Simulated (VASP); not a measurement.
BiN: single point with PBE

Crystal: BiN.

```
Bi N
1.0
     0.00000    2.57705    2.57705
     2.57705    0.00000    2.57705
     2.57705    2.57705    0.00000
Bi N
1 1
Direct
  0.00000 0.00000 0.00000
  0.50000 0.50000 0.50000
```

The cell comes from a database or a generator and needn't be the stable form of this composition.

| Item | Value |
| --- | --- |
| Program | VASP 6.6.1 |
| Task | single point |
| Functional | PBE |
| Potentials or basis | VASP PAW PBE potentials, release 64 (Bi_d, N) |
| Cutoff | 520 eV |
| k mesh | 6 × 6 × 6 |
| Occupations | gaussian, width 0.05 eV |
| Spin | no spin polarisation |

```
Pressure               : -0.8 GPa
Band gap on the k mesh : 1.07 eV, direct
```

Levels at points of the mesh, in eV from the valence-band top:
```tsv
k point	band 7	band 8	band 9	band 10	band 11	band 12	band 13	band 14
(0.00, 0.00, 0.00)	-6.90	-1.67	-1.67	-1.67	6.63	6.63	6.63	9.51
(0.50, 0.00, 0.00)	-10.95	-1.10	-1.10	-0.42	1.07	2.98	2.98	9.47
(0.50, 0.50, 0.00)	-8.47	-6.18	-3.46	-3.46	5.15	5.28	6.25	6.25
```

Wall time 19 s on 1 thread of Intel(R) Xeon(R) Platinum 8375C CPU @ 2.90GHz (Ice Lake), with other jobs on the host, peak memory 0.15 GiB.

Caveat: spin-orbit coupling is left out, which as a rule narrows the gap of such compounds by several tenths of an eV. A k mesh can miss the band edges.
